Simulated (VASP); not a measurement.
**Ti15Si32 (a cell with a defect): relaxation of the atoms with PBE**

Crystal: Ti15Si32 (a cell with a defect).

```
Ti Si
1.0
     9.54600    0.00000    0.00000
     0.00000    8.23600    0.00000
     0.00000    0.00000    8.52300
Ti Si
15 32
Direct
  0.12500 0.25000 0.75000
  0.12500 0.75000 0.25000
  0.37500 0.75000 0.75000
  0.62500 0.25000 0.75000
  0.62500 0.75000 0.25000
  0.87500 0.25000 0.25000
  0.37500 0.25000 0.25000
  0.75000 0.50000 0.50000
  0.00000 0.00000 0.50000
  0.00000 0.50000 0.00000
  0.25000 0.50000 0.50000
  0.50000 0.00000 0.50000
  0.50000 0.50000 0.00000
  0.75000 0.00000 0.00000
  0.25000 0.00000 0.00000
  0.62500 0.08300 0.25000
  0.87500 0.58300 0.25000
  0.87500 0.08300 0.75000
  0.12500 0.08300 0.25000
  0.37500 0.58300 0.25000
  0.37500 0.08300 0.75000
  0.62500 0.58300 0.75000
  0.12500 0.58300 0.75000
  0.62500 0.41700 0.25000
  0.87500 0.91700 0.25000
  0.87500 0.41700 0.75000
  0.12500 0.41700 0.25000
  0.37500 0.91700 0.25000
  0.37500 0.41700 0.75000
  0.62500 0.91700 0.75000
  0.12500 0.91700 0.75000
  0.75000 0.16700 0.50000
  0.00000 0.66700 0.50000
  0.00000 0.16700 0.00000
  0.25000 0.16700 0.50000
  0.50000 0.66700 0.50000
  0.50000 0.16700 0.00000
  0.75000 0.66700 0.00000
  0.25000 0.66700 0.00000
  0.75000 0.83300 0.50000
  0.00000 0.33300 0.50000
  0.00000 0.83300 0.00000
  0.25000 0.83300 0.50000
  0.50000 0.33300 0.50000
  0.50000 0.83300 0.00000
  0.75000 0.33300 0.00000
  0.25000 0.33300 0.00000
```

```yaml
Program: VASP 6.6.1
Task: relaxation of the atoms
Functional: PBE
Potentials_or_basis: VASP PAW PBE potentials, release 64 (Ti_sv, Si)
Cutoff: 520 eV
k_mesh: 3 × 3 × 3
Occupations: methfessel-paxton, width 0.1 eV
Spin: no spin polarisation
Further_INCAR_settings: ALGO = Normal; EDIFF = 1e-06; IBRION = 2; EDIFFG = -0.01; NSW = 40
```

```
Energy gained by relaxing    : 7.4 meV/atom
Ionic steps                  : 12
Pressure after relaxing      : 1.4 GPa
Largest force after relaxing : 0.007 eV/Å
Band gap on the k mesh       : none (metal or under the smearing width)
```

Forces in eV/Å, atoms in the order of the input:
```
Ti   0.002  0.000  0.000
Ti   0.001  0.000  0.000
Ti   0.000  0.000  0.000
Ti  -0.002  0.000  0.000
Ti  -0.001  0.000  0.000
Ti   0.000  0.000  0.000
Ti   0.000  0.000  0.000
Ti  -0.002 -0.001 -0.002
Ti   0.002  0.001 -0.002
Ti   0.002 -0.001  0.002
Ti  -0.002  0.002 -0.001
Ti   0.002 -0.002 -0.001
Ti   0.002  0.002  0.001
Ti  -0.002  0.001  0.002
Ti  -0.002 -0.002  0.001
Si  -0.003  0.001 -0.004
Si   0.000  0.002  0.000
Si   0.000  0.006  0.000
Si   0.003  0.001  0.004
Si   0.000  0.004  0.000
Si   0.000  0.001  0.000
Si   0.001  0.000  0.005
Si  -0.001  0.000 -0.005
Si  -0.003 -0.001  0.004
Si   0.000 -0.002  0.000
Si   0.000 -0.006  0.000
Si   0.003 -0.001 -0.004
Si   0.000 -0.004  0.000
Si   0.000 -0.001  0.000
Si   0.001  0.000 -0.005
Si  -0.001  0.000  0.005
Si  -0.001 -0.005 -0.005
Si   0.005 -0.002 -0.002
Si   0.001 -0.005  0.005
Si   0.003 -0.001 -0.002
Si   0.001 -0.004 -0.002
Si  -0.003 -0.001  0.002
Si  -0.005 -0.002  0.002
Si  -0.001 -0.004  0.002
Si  -0.005  0.002 -0.002
Si   0.001  0.005 -0.005
Si   0.005  0.002  0.002
Si  -0.001  0.004 -0.002
Si  -0.003  0.001 -0.002
Si   0.001  0.004  0.002
Si  -0.001  0.005  0.005
Si   0.003  0.001  0.002
```

Stress tensor (GPa, compression positive):
```
1.40 0.00 0.00
0.00 0.99 0.00
0.00 0.00 1.76
```

Step by step:
```tsv
step	energy change (eV)	largest force (eV/Å)	pressure (GPa)
1	0.0000	0.6987	1.65
2	-0.1682	0.4990	1.54
3	-0.2749	0.2891	1.48
4	-0.3302	0.1203	1.43
5	-0.3303	0.1206	1.43
6	-0.3397	0.0811	1.41
7	-0.3414	0.0614	1.40
8	-0.3448	0.0279	1.39
9	-0.3452	0.0319	1.38
10	-0.3460	0.0135	1.38
11	-0.3460	0.0163	1.38
12	-0.3462	0.0066	1.38
```

Final structure:
```
Ti Si
1.0
     9.54600    0.00000    0.00000
     0.00000    8.23600    0.00000
     0.00000    0.00000    8.52300
Ti Si
15 32
Direct
  0.12465 0.25000 0.75000
  0.12307 0.75000 0.25000
  0.37500 0.75000 0.75000
  0.62535 0.25000 0.75000
  0.62693 0.75000 0.25000
  0.87500 0.25000 0.25000
  0.37500 0.25000 0.25000
  0.74918 0.49608 0.49777
  0.00082 0.00392 0.49777
  0.00082 0.49608 0.00223
  0.24761 0.50274 0.50154
  0.50239 0.99726 0.50154
  0.50239 0.50274 0.99846
  0.74918 0.00392 0.00223
  0.24761 0.99726 0.99846
  0.62545 0.08401 0.25221
  0.87500 0.59022 0.25000
  0.87500 0.08996 0.75000
  0.12455 0.08401 0.24779
  0.37500 0.58721 0.25000
  0.37500 0.08631 0.75000
  0.62659 0.58576 0.74796
  0.12341 0.58576 0.75204
  0.62545 0.41599 0.24779
  0.87500 0.90978 0.25000
  0.87500 0.41004 0.75000
  0.12455 0.41599 0.25221
  0.37500 0.91279 0.25000
  0.37500 0.41369 0.75000
  0.62659 0.91424 0.75204
  0.12341 0.91424 0.74796
  0.75042 0.15980 0.50093
  0.99042 0.67177 0.50947
  0.99958 0.15980 0.99907
  0.24981 0.16335 0.50077
  0.50155 0.66330 0.49938
  0.50019 0.16335 0.99923
  0.75958 0.67177 0.99053
  0.24845 0.66330 0.00062
  0.75958 0.82823 0.50947
  0.99958 0.34020 0.50093
  0.99042 0.82823 0.99053
  0.24845 0.83670 0.49938
  0.50019 0.33665 0.50077
  0.50155 0.83670 0.00062
  0.75042 0.34020 0.99907
  0.24981 0.33665 0.99923
```

Levels at points of the mesh, in eV from the Fermi level:
```tsv
k point	band 151	band 152	band 153	band 154	band 155	band 156
(0.00, 0.00, 0.00)	-0.35	-0.04	0.23	0.34	0.45	0.47
```

Wall time 53 min on 8 MPI ranks on Intel(R) Xeon(R) Platinum 8488C (Sapphire Rapids), on a shared host, peak memory 0.3 GiB a rank.
